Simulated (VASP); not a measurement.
# B2Ru3Au (P1) in VASP: further runs, part 2 of 2

VASP 6.6.1.

## Step 3: Single point, PBE

The input, INCAR:

```
SYSTEM = B2Ru3Au
ALGO = Normal ; EDIFF = 1E-7
ENCUT = 520 ; GGA = PE
ISIF = 2 ; ISMEAR = 1
LASPH = .True. ; LCHARG = .True.
LELF = .True. ; LREAL = .False.
LVHAR = .True. ; LWAVE = .False.
NBANDS = 38 ; NELM = 100
PREC = Accurate ; SIGMA = 0.15
```

The input, KPOINTS:

```
k-points
0
Gamma
  3 3 5
  0 0 0
```

The input, POSCAR:

```
B2Ru3Au
1.0
    2.7341740000      4.5004680000     -0.0461180000
   -2.9029580000      4.5979160000     -0.0204220000
   -0.0142490000     -0.0213030000      2.9576200000
Ru Au B
3 1 2
Direct
    0.5538212623      0.4815813643      0.4865760252
    0.4894477040      0.0266716872      0.5913677343
    0.0220780492      0.5085731477      0.5098421286
    0.0712299901      0.9490356141      0.1086854261
    0.3671506078      0.3407873897      1.1261959994
    0.6792841996      0.6834025648     -0.0001225053
```

Potentials or basis: VASP PAW PBE potentials, release 64 (Ru_pv, Au, B).

Launch:

```
> cat potpaw_PBE.64/Ru_pv/POTCAR potpaw_PBE.64/Au/POTCAR potpaw_PBE.64/B/POTCAR > POTCAR
> mpirun -np 1 vasp_std > vasp.out
```

OUTCAR:

```text
SYSTEM = B2Ru3Au
   EDIFF = 1E-7
   ENCUT = 520
   GGA = PE
   ISIF = 2
   ISMEAR = 1
   LASPH = .True.
   LREAL = .False.
   NELM = 100
   PREC = Accurate

 ion  position               nearest neighbor table
   1  0.554  0.482  0.487-   5 1.82   6 2.10   6 2.13   5 2.43   3 2.53   2 2.66   3 2.74   2 2.84
                             4 2.89   4 3.18   4 3.26   4 3.47
   2  0.489  0.027  0.591-   5 2.06   6 2.07   5 2.20   6 2.43   1 2.66   3 2.69   4 2.79   1 2.84
                             4 2.89   3 2.97   4 3.25   4 3.26
   3  0.022  0.509  0.510-   5 2.00   6 2.19   6 2.20   5 2.43   1 2.53   2 2.69   1 2.74   4 2.80
                             2 2.97   4 3.07   4 3.16   4 3.44
   4  0.071  0.949  0.109-   2 2.79   3 2.80   2 2.89   1 2.89   3 3.07   3 3.16   1 3.18   2 3.25
                             2 3.26   1 3.26   3 3.44   1 3.47
   5  0.367  0.341  0.126-   1 1.82   3 2.00   2 2.06   2 2.20   1 2.43   3 2.43
   6  0.679  0.683  1.000-   2 2.07   1 2.10   1 2.13   3 2.19   3 2.20   2 2.43

  LATTYP: Found a triclinic cell.
 ALAT       =     2.9577310419
 B/A-ratio  =     2.7067439330
 C/A-ratio  =     2.1443745656
 COS(alpha) =     0.0051002965
 COS(beta)  =     0.4581140606
 COS(gamma) =     0.7339546946

  Lattice vectors:

 A1 = (   0.0142490000,   0.0213030000,  -2.9576200000)
 A2 = (   2.9314560000,  -4.5553100000,  -5.8948180000)
 A3 = (  -5.6228830000,   0.1187510000,  -2.9319240000)

Analysis of symmetry for initial positions (statically):
=====================================================================
 Subroutine PRICEL returns:
 Original cell was already a primitive cell.

 Routine SETGRP: Setting up the symmetry group for a
 triclinic supercell.

 Subroutine GETGRP returns: Found  1 space group operations
 (whereof  1 operations were pure point group operations)
 out of a pool of  2 trial point group operations.

The static configuration has the point symmetry C_1 .

Analysis of symmetry for dynamics (positions and initial velocities):
=====================================================================
 Subroutine PRICEL returns:
 Original cell was already a primitive cell.

 Routine SETGRP: Setting up the symmetry group for a
 triclinic supercell.

 Subroutine GETGRP returns: Found  1 space group operations
 (whereof  1 operations were pure point group operations)
 out of a pool of  2 trial point group operations.

The dynamic configuration has the point symmetry C_1 .

 Subroutine INISYM returns: Found  1 space group operations
 (whereof  1 operations are pure point group operations),
 and found     1 'primitive' translations

----------------------------------------------------------------------------------------

                                     Primitive cell

  volume of cell :      75.8163

  direct lattice vectors                    reciprocal lattice vectors
     2.734174000  4.500468000 -0.046118000     0.179360546  0.113249228  0.001679816
    -2.902958000  4.597916000 -0.020422000    -0.175551846  0.106652401 -0.000077570
    -0.014249000 -0.021303000  2.957620000     0.001584595  0.002502310  0.338135354

  length of vectors
     5.266122535  5.437684595  2.957731042     0.212128299  0.205409813  0.338148326

[... 45 lines left out ...]
  0.000000  0.000000  0.000000      1.000000
  0.333333  0.000000  0.000000      2.000000
 -0.000000  0.333333  0.000000      2.000000
  0.333333  0.333333  0.000000      2.000000
 -0.333333  0.333333  0.000000      2.000000
  0.000000  0.000000  0.200000      2.000000
[... 15 lines left out ...]
  0.333333 -0.333333  0.400000      2.000000
 -0.333333 -0.333333  0.400000      2.000000
   k-points           NKPTS =     23   k-points in BZ     NKDIM =     23   number of bands    NBANDS=     38
   number of dos      NEDOS =    301   number of ions     NIONS =      6
   total plane-waves  NPLWV =  38400
   dimension x,y,z NGX =    40 NGY =   40 NGZ =   24
   dimension x,y,z NGXF=    80 NGYF=   80 NGZF=   48
   ions per type =               3   1   2
   NGX,Y,Z   is equivalent  to a cutoff of  12.63, 12.23, 13.49 a.u.
   NGXF,Y,Z  is equivalent  to a cutoff of  25.26, 24.46, 26.98 a.u.
 SYSTEM =  B2Ru3Au
   PREC   = accura    normal or accurate (medium, high low for compatibility)
   ISTART =      0    job   : 0-new  1-cont  2-samecut
   ICHARG =      2    charge: 1-file 2-atom 10-const
   ISPIN  =      1    spin polarized calculation?
   LNONCOLLINEAR =      F non collinear calculations
   LSORBIT =      F    spin-orbit coupling
   LASPH  =      T    aspherical Exc in radial PAW
   ENCUT  =  520.0 eV  38.22 Ry    6.18 a.u.   9.79 10.11  5.50*2*pi/ulx,y,z
   NELM   =    100;   NELMIN=  2; NELMDL= -5     # of ELM steps
   EDIFF  = 0.1E-06   stopping-criterion for ELM
   LREAL  =      F    real-space projection
   EDIFFG = 0.1E-05   stopping-criterion for IOM
   NSW    =      0    number of steps for IOM
   IBRION =     -1    ionic relax: 0-MD 1-quasi-New 2-CG
   NFREE  =      0    steps in history (QN), initial steepest desc. (CG)
   ISIF   =      2    stress and relaxation
   ISYM   =      2    0-nonsym 1-usesym 2-fastsym
   POTIM  = 0.5000    time-step for ionic-motion
   TEBEG  =    0.0;   TEEND  =   0.0 temperature during run
   PSTRESS=    0.0 pullay stress
   NELECT =      59.0000    total number of electrons
   NUPDOWN=      -1.0000    fix difference up-down
   EMIN   =  10.00;   EMAX   =-10.00  energy-range for DOS
   EFERMI =   0.00;   METHOD = LEGACY
   ISMEAR =     1;   SIGMA  =   0.15  broadening in eV -4-tet -1-fermi 0-gaus
   EFERMI_NEDOS =   21; number of points for ismear=-14 and -15
   IALGO  =     38    algorithm
   IMIX   =      4    mixing-type and parameters
     AMIX     =   0.40;   BMIX     =  1.00
     AMIX_MAG =   1.60;   BMIX_MAG =  1.00
  volume/ion in A,a.u.               =      12.64        85.27
  Fermi-wavevector in a.u.,A,eV,Ry     =   1.505814  2.845576 30.850877  2.267476
  Thomas-Fermi vector in A             =   2.616613
   LORBIT       =      0    0 simple, 1 ext, 2 COOP (PROOUT), +10 PAW based schemes
   GGA     = PE    functional components
   LHFCALC =     F    Hartree Fock is set to
   AEXX    =    0.0000 exact exchange contribution
   IVDW    =     0    specifies the selected vdW correction
   LEPSILON=     F    determine dielectric tensor
   LRPA    =     F    only Hartree local field effects (RPA)
 non-spin polarized calculation
 Methfessel and Paxton  Order N= 1 SIGMA  =   0.15
  energy-cutoff  :      520.00
  volume of cell :       75.82
 maximum number of plane-waves:      2059
   NGX = 19   NGY = 21   NGZ = 11

 number of electron      59.0000001 magnetization

 Free energy of the ion-electron system (eV)
  ---------------------------------------------------
  ext. energy  EPLUGINS =         0.00000000
  ---------------------------------------------------
  free energy    TOTEN  =       -41.75683930 eV

  energy without entropy =      -41.75950205  energy(sigma->0) =      -41.75772689

 E-fermi :   9.7944     XC(G=0): -12.9648

 val. band max:        9.7800406060   @ k =  -0.3333  -0.0000   0.2000
 cond. band min:       9.7951977450   @ k =  -0.0000   0.3333   0.0000
 fundamental gap:      0.0151571391
 Fermi energy:         9.7943764756

 k-point     1 :       0.0000    0.0000    0.0000
  band No.  band energies     occupation
      1     -33.5958      2.00000
      2     -33.0290      2.00000
      3     -32.9633      2.00000
      4     -32.6986      2.00000
      5     -32.6585      2.00000
      6     -32.6018      2.00000
[... 932 lines left out ...]
     37      15.9434      0.00000
     38      16.7936      0.00000

------------------------ aborting loop because EDIFF is reached ----------------------------------------

  FORCE on cell =-STRESS in cart. coord.  units (eV):
  Direction    XX          YY          ZZ          XY          YZ          ZX
  --------------------------------------------------------------------------------------
  -------------------------------------------------------------------------------------
  Total        3.2470733     10.7117507      1.4573136      1.7528518      1.9233786      0.5097273
  in kB       68.6183207    226.3645654     30.7964740     37.0418931     40.6455277     10.7717398
  external PRESSURE =     108.5931200 kB  Pullay stress =       0.0000000 kB

 VOLUME and BASIS-vectors are now :
 -----------------------------------------------------------------------------
  energy-cutoff  :      520.00
  volume of cell :       75.82
      direct lattice vectors                 reciprocal lattice vectors
     2.734174000  4.500468000 -0.046118000     0.179360546  0.113249228  0.001679816
    -2.902958000  4.597916000 -0.020422000    -0.175551846  0.106652401 -0.000077570
    -0.014249000 -0.021303000  2.957620000     0.001584595  0.002502310  0.338135354

 POSITION                                       TOTAL-FORCE (eV/Angst)
 -----------------------------------------------------------------------------------
      0.10930      4.69636      1.40373         0.874301      3.011246      2.241936
      1.25238      2.31278      1.72592         0.990237     -0.692339      0.698371
     -1.42327      2.42688      1.49652        -1.139745     -0.399454      0.740334
     -2.56180      4.68184      0.29878        -0.830211     -0.095924     -0.058241
      0.01276      3.21657      0.34935         0.057586     -2.662057     -5.073268
     -0.14085      6.17802      2.91197         0.047832      0.838528      1.450869
 -----------------------------------------------------------------------------------
    total drift:                                0.000012      0.000036     -0.000050

  FREE ENERGIE OF THE ION-ELECTRON SYSTEM (eV)
  ---------------------------------------------------
  free  energy   TOTEN  =       -41.7568393043 eV

  energy  without entropy=      -41.7595020491  energy(sigma->0) =      -41.75772689
```

It took 87 s on 1 thread of Intel Xeon Platinum 8559C (Emerald Rapids), shared host; peak memory 0.22 GiB.

Results:

* Free energy: -41.7568 eV
* Pressure: 10.9 GPa
* Largest force: 5.730 eV/Å
* Band gap on the k mesh: none (metal or under the smearing width)

Forces on the atoms (eV/Å):
```
Ru   0.874  3.011  2.242
Ru   0.990 -0.692  0.698
Ru  -1.140 -0.399  0.740
Au  -0.830 -0.096 -0.058
B    0.058 -2.662 -5.073
B    0.048  0.839  1.451
```

Levels at points of the mesh, in eV from the Fermi level:
```tsv
k point	band 26	band 27	band 28	band 29	band 30	band 31	band 32	band 33
(0.00, 0.00, 0.00)	-1.18	-0.66	-0.45	-0.09	0.19	0.24	0.54	1.47
```

Caveat: the k mesh is coarse (spacing up to 0.44 Å⁻¹), so the values aren't converged; forces of over 1 eV/Å show positions far from the minimum, so gaps and moduli don't describe the material at rest.

## Step 4: Single point, PBE

The input, INCAR:

```
PREC = Accurate
ENCUT = 520
EDIFF = 1E-6
ISMEAR = 1
SIGMA = 0.15
LREAL = F
LASPH = T
NELM = 80
ALGO = Normal
ISIF = 2
LWAVE = F
LCHARG = F
GGA = PE
NBANDS = 38
```

The input, KPOINTS:

```
regular mesh
0
Gamma
  3 3 5
```

The input, POSCAR:

```
B2Ru3Au
1.0
    2.7341740000      4.5004680000     -0.0461180000
   -2.9029580000      4.5979160000     -0.0204220000
   -0.0142490000     -0.0213030000      2.9576200000
Ru Au B
3 1 2
Direct
    0.5668610673      0.4859619761      0.4884964310
    0.5022163449      0.0023408474      0.5975500633
    0.0041315229      0.5189484976      0.5039377959
    0.0665013109      0.9537265776      0.1095485261
    0.3779603029      0.3184210057      1.0617887244
    0.6811266695      0.7098176302      0.0280063346
```

Launch:

```
> cat potpaw_PBE.64/Ru_pv/POTCAR potpaw_PBE.64/Au/POTCAR potpaw_PBE.64/B/POTCAR > POTCAR
> mpirun -np 1 vasp_std > vasp.out
```

It took 84 s on 1 thread of Intel Xeon Platinum 8559C (Emerald Rapids), shared host; peak memory 0.22 GiB.

The run converged. Its results:

```yaml
Free_energy: -42.3310 eV
Pressure: 8.1 GPa
Largest_force: 2.811 eV/Å
Band_gap_on_the_k_mesh: none (metal or under the smearing width)
```

Forces in eV/Å, atoms in the order of the input:
```
Ru   0.794 -1.959  0.659
Ru  -2.340  0.946 -1.236
Ru   2.041  1.271  0.473
Au  -0.619 -0.076 -0.032
B   -0.839 -0.126 -0.738
B    0.963 -0.056  0.874
```

Stress tensor (GPa, compression positive):
```
 9.68 -0.36  3.63
-0.36 12.88 -0.35
 3.63 -0.35  1.84
```

Levels at points of the mesh, in eV from the Fermi level:
| k point | band 25 | band 26 | band 27 | band 28 | band 29 | band 30 | band 31 | band 32 | band 33 | band 34 |
| --- | --- | --- | --- | --- | --- | --- | --- | --- | --- | --- |
| (0.00, 0.00, 0.00) | -1.57 | -1.14 | -0.79 | -0.72 | -0.27 | 0.11 | 0.46 | 0.64 | 1.43 | 2.49 |

Caveat: the k mesh is coarse (spacing up to 0.44 Å⁻¹), so the values aren't converged; forces of over 1 eV/Å show positions far from the minimum, so gaps and moduli don't describe the material at rest. The run has no spin-orbit coupling, so splittings on Au are missing.

## Step 5: Molecular dynamics, PBE

The input, INCAR:

```
  PREC = Accurate
  ENCUT = 520
  EDIFF = 1E-5
  ISMEAR = 1
  SIGMA = 0.15
  LREAL = False
  LASPH = True
  NELM = 100
  ALGO = Normal
  ISIF = 2
  LWAVE = False
  LCHARG = True
  GGA = PE
  IBRION = 0
  NSW = 20
  POTIM = 1.5
  TEBEG = 300.0
  TEEND = 300.0
  ISYM = 0
  NELMIN = 4
  RANDOM_SEED = 850092 0 0
  MDALGO = 1
  ANDERSEN_PROB = 0.0
```

The input, KPOINTS:

```
Automatic mesh
0
Gamma
  3 3 5
```

The input, POSCAR:

```
B2Ru3Au
1.0
    2.7341740000      4.5004680000     -0.0461180000
   -2.9029580000      4.5979160000     -0.0204220000
   -0.0142490000     -0.0213030000      2.9576200000
Ru Au B
3 1 2
Direct
    0.5376500000      0.4759850000      0.4969630000
    0.4684440000      0.0668740000      0.5803350000
    0.0473130000      0.4943270000      0.5298290000
    0.0796970000      0.9401830000      0.1063300000
    0.3081840000      0.3431620000      0.9606580000
    0.6956100000      0.6519710000      0.0275000000
```

Launch:

```
> cat potpaw_PBE.64/Ru_pv/POTCAR potpaw_PBE.64/Au/POTCAR potpaw_PBE.64/B/POTCAR > POTCAR
> mpirun -np 1 vasp_std > vasp.out
```

Wall time 8 min (1 thread of Intel Xeon Platinum 8559C (Emerald Rapids), shared host); peak memory 0.27 GiB.

The path:
```
step  potential energy change (eV)  largest force (eV/Å)  pressure (GPa)  volume (Å³)  temperature (K)
   1                        0.0000               10.2840           24.95        75.82              334
   2                       -0.1786                9.7889           24.09        75.82              605
   3                       -0.4848                8.9845           22.53        75.82             1071
   4                       -0.8387                8.0346           20.52        75.82             1612
   5                       -1.1646                7.0957           18.70        75.82             2111
   6                       -1.4118                6.3858           17.11        75.82             2493
   7                       -1.5625                5.8845           16.05        75.82             2727
   8                       -1.6272                5.5288           15.48        75.82             2830
   9                       -1.6341                5.2051           15.19        75.82             2844
  10                       -1.6172                4.8149           15.08        75.82             2821
  11                       -1.6068                5.1411           14.88        75.82             2807
  12                       -1.6241                5.4419           14.54        75.82             2834
  13                       -1.6805                5.5444           14.01        75.82             2921
  14                       -1.7786                5.4590           13.25        75.82             3072
  15                       -1.9127                5.1846           12.37        75.82             3278
  16                       -2.0702                4.7352           11.43        75.82             3520
  17                       -2.2324                4.1299           10.49        75.82             3769
  18                       -2.3779                3.4199            9.65        75.82             3992
  19                       -2.4853                2.6477            9.30        75.82             4156
  20                       -2.5367                2.5807            9.21        75.82             4235
```

Caveat: the k mesh is coarse (spacing up to 0.44 Å⁻¹), so the values aren't converged.
